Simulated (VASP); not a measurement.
Computed with r2SCAN meta-GGA, VASP's PBE PAW potentials (set 64) (plane waves; VASP 6.6.1).

VASP ran on this input.

**KPOINTS**
```
Automatic mesh
0
Gamma
10 10 10
0 0 0
```

INCAR:
```
LMIXTAU  =  .TRUE.
LCHARG  =  .FALSE.
NSW  =  60   ! most ionic steps
EDIFF  =  1E-6   ! SCF stop (eV)
ALGO  =  Normal   ! blocked Davidson
SYSTEM  =  Pb
IBRION  =  2
ENCUT  =  400   ! plane-wave cut-off (eV)
LASPH  =  .TRUE.   ! aspherical one-centre terms
LMAXMIX  =  4   ! l cut-off of mixed one-centre charges
SIGMA  =  0.1   ! width (eV)
EDIFFG  =  -0.01   ! ionic stop
PREC  =  Accurate
ISIF  =  3   ! ions, shape and volume
LWAVE  =  .FALSE.
NELM  =  100
METAGGA  =  R2SCAN
ISMEAR  =  1   ! Methfessel-Paxton
LREAL  =  .FALSE.   ! projection in real space or not
```

File POSCAR:
```
Pb
1
    3.2383560000     0.0000000000     0.0000000000
    0.0000000000     3.2383560000     0.0000000000
    0.0000000000     0.0000000000     3.2383560000
Pb
1
Direct
  0.0000000000   0.0000000000   0.0000000000
```

POTCAR, in this order: Pb_d (PBE.64 set). Program: vasp_std.

The run wrote:

**OUTCAR**
```
 ion  position               nearest neighbor table
   1  0.000  0.000  0.000-
  LATTYP: Found a simple cubic cell.
 ALAT       =     3.2383560000
 Subroutine PRICEL returns:
 Original cell was already a primitive cell.
 Subroutine GETGRP returns: Found 48 space group operations
The static configuration has the point symmetry O_h .
The dynamic configuration has the point symmetry O_h .
 Subroutine INISYM returns: Found 48 space group operations
 Subroutine IBZKPT returns following result:
 Found     56 irreducible k-points:

 Following reciprocal coordinates:
            Coordinates               Weight
  0.000000  0.000000  0.000000      1.000000
  0.100000  0.000000  0.000000      6.000000
  0.200000  0.000000  0.000000      6.000000
  0.300000  0.000000  0.000000      6.000000
  0.400000  0.000000  0.000000      6.000000
  0.500000  0.000000  0.000000      3.000000
  0.100000  0.100000  0.000000     12.000000
  0.200000  0.100000  0.000000     24.000000
  0.300000  0.100000  0.000000     24.000000
  0.400000  0.100000  0.000000     24.000000
...
```

File OSZICAR:
```
       N       E                     dE             d eps       ncg     rms          rms(c)
DAV:   1     0.439918460066E+02    0.43992E+02   -0.65930E+03  1244   0.122E+03
DAV:   2    -0.548728739650E+02   -0.98865E+02   -0.97080E+02  1253   0.309E+02
DAV:   3    -0.595163687179E+02   -0.46435E+01   -0.46192E+01  1491   0.813E+01
DAV:   4    -0.596288422138E+02   -0.11247E+00   -0.11244E+00  1452   0.143E+01
DAV:   5    -0.596340566156E+02   -0.52144E-02   -0.52143E-02  1584   0.269E+00    0.118E+00
DAV:   6    -0.561272131347E+02    0.35068E+01   -0.16634E+00  1388   0.300E+01    0.774E-01
DAV:   7    -0.560995004895E+02    0.27713E-01   -0.11782E-01  1256   0.586E+00    0.360E-01
DAV:   8    -0.561239145057E+02   -0.24414E-01   -0.77089E-02  1232   0.230E+00    0.222E-01
DAV:   9    -0.561522818254E+02   -0.28367E-01   -0.12428E-02  1307   0.193E+00    0.120E-01
DAV:  10    -0.561558872940E+02   -0.36055E-02   -0.31492E-03  1250   0.608E-01    0.685E-02
DAV:  11    -0.561578450515E+02   -0.19578E-02   -0.24241E-03  1307   0.807E-01    0.109E-02
DAV:  12    -0.561579489614E+02   -0.10391E-03   -0.12319E-04  1325   0.164E-01    0.153E-02
DAV:  13    -0.561578015889E+02    0.14737E-03   -0.39228E-05  1295   0.636E-02    0.147E-02
DAV:  14    -0.561579559212E+02   -0.15433E-03   -0.57920E-05  1253   0.122E-01    0.254E-03
DAV:  15    -0.561579653376E+02   -0.94164E-05   -0.39436E-06  1379   0.224E-02    0.171E-03
DAV:  16    -0.561579659561E+02   -0.61847E-06   -0.18676E-07   787   0.444E-03
   1 F= -.56157966E+02 E0= -.56157748E+02  d E =-.561580E+02
       N       E                     dE             d eps       ncg     rms          rms(c)
DAV:   1    -0.563920181289E+02   -0.23405E+00   -0.68907E+00  1421   0.569E+01    0.251E+00
DAV:   2    -0.561819941336E+02    0.21002E+00   -0.41014E-01  1424   0.146E+01    0.907E-01
DAV:   3    -0.561573241993E+02    0.24670E-01   -0.11330E-01  1667   0.713E+00    0.675E-02
DAV:   4    -0.561607075857E+02   -0.33834E-02   -0.37225E-03  1235   0.720E-01    0.503E-02
DAV:   5    -0.561572800430E+02    0.34275E-02   -0.29937E-03  1232   0.613E-01    0.245E-02
DAV:   6    -0.561607745794E+02   -0.34945E-02   -0.18163E-03  1232   0.389E-01    0.168E-02
DAV:   7    -0.561613732541E+02   -0.59867E-03   -0.22769E-04  1262   0.193E-01    0.846E-03
DAV:   8    -0.561613713881E+02    0.18661E-05   -0.30965E-05  1355   0.672E-02    0.160E-03
DAV:   9    -0.561613788626E+02   -0.74745E-05   -0.11232E-05  1244   0.443E-02    0.931E-04
DAV:  10    -0.561613806252E+02   -0.17626E-05   -0.51636E-07   816   0.121E-02    0.590E-04
DAV:  11    -0.561613820687E+02   -0.14435E-05   -0.52666E-07   787   0.111E-02    0.156E-04
DAV:  12    -0.561613821301E+02   -0.61453E-07   -0.14179E-07   625   0.678E-03
   2 F= -.56161382E+02 E0= -.56161224E+02  d E =-.341617E-02
       N       E                     dE             d eps       ncg     rms          rms(c)
DAV:   1    -0.561722648685E+02   -0.10883E-01   -0.33507E-01  1424   0.132E+01    0.535E-01
DAV:   2    -0.561626780407E+02    0.95868E-02   -0.18663E-02  1421   0.301E+00    0.198E-01
DAV:   3    -0.561614948141E+02    0.11832E-02   -0.56692E-03  1675   0.158E+00    0.144E-02
DAV:   4    -0.561616201115E+02   -0.12530E-03   -0.15940E-04  1235   0.145E-01    0.116E-02
DAV:   5    -0.561614834287E+02    0.13668E-03   -0.13188E-04  1232   0.134E-01    0.543E-03
DAV:   6    -0.561616238807E+02   -0.14045E-03   -0.10179E-04  1232   0.105E-01    0.338E-03
DAV:   7    -0.561616392942E+02   -0.15413E-04   -0.51208E-06  1367   0.271E-02    0.190E-03
DAV:   8    -0.561616415364E+02   -0.22423E-05   -0.16733E-06  1250   0.159E-02    0.271E-04
DAV:   9    -0.561616417210E+02   -0.18452E-06   -0.50035E-07   744   0.992E-03
   3 F= -.56161642E+02 E0= -.56161467E+02  d E =-.367576E-02
```

OUTCAR:
```
------------------------ aborting loop because EDIFF is reached ----------------------------------------
  FORCE on cell =-STRESS in cart. coord.  units (eV):
  Direction    XX          YY          ZZ          XY          YZ          ZX
  --------------------------------------------------------------------------------------
  Total       -0.0017700     -0.0017700     -0.0017700      0.0000000     -0.0000000      0.0000000
  in kB       -0.0859759     -0.0859759     -0.0859759      0.0000000     -0.0000000      0.0000000
  external PRESSURE =      -0.0859759 kB  Pullay stress =       0.0000000 kB
  volume of cell :       32.98
      direct lattice vectors                 reciprocal lattice vectors
     3.207031517  0.000000000 -0.000000000     0.311814834 -0.000000000  0.000000000
     0.000000000  3.207031517  0.000000000    -0.000000000  0.311814834 -0.000000000
    -0.000000000  0.000000000  3.207031517     0.000000000 -0.000000000  0.311814834
 POSITION                                       TOTAL-FORCE (eV/Angst)
 -----------------------------------------------------------------------------------
      0.00000      0.00000      0.00000        -0.000000      0.000000      0.000000
 -----------------------------------------------------------------------------------
    total drift:                                0.000000      0.000000     -0.000000
  FREE ENERGIE OF THE ION-ELECTRON SYSTEM (eV)
  ---------------------------------------------------
  free  energy   TOTEN  =       -56.1616417210 eV

  energy  without entropy=      -56.1611183113  energy(sigma->0) =      -56.16146725

 reached required accuracy - stopping structural energy minimisation
```
(Selected blocks of OUTCAR.)

CONTCAR:
```
Pb
   1.00000000000000
     3.2070315173173474    0.0000000000000000   -0.0000000000000000
     0.0000000000000000    3.2070315173173474    0.0000000000000000
    -0.0000000000000000    0.0000000000000000    3.2070315173173474
  Pb
     1
Direct
     0.0000000000000000    0.0000000000000000    0.0000000000000000
```

Energy and stress use the plane-wave basis of the starting cell.

The structure was generated: Pb was put into the simple-cubic type (Pm-3m), which need not be its known phase. This run relaxes it. Symmetry was kept, so distortions that lower it aren't found.
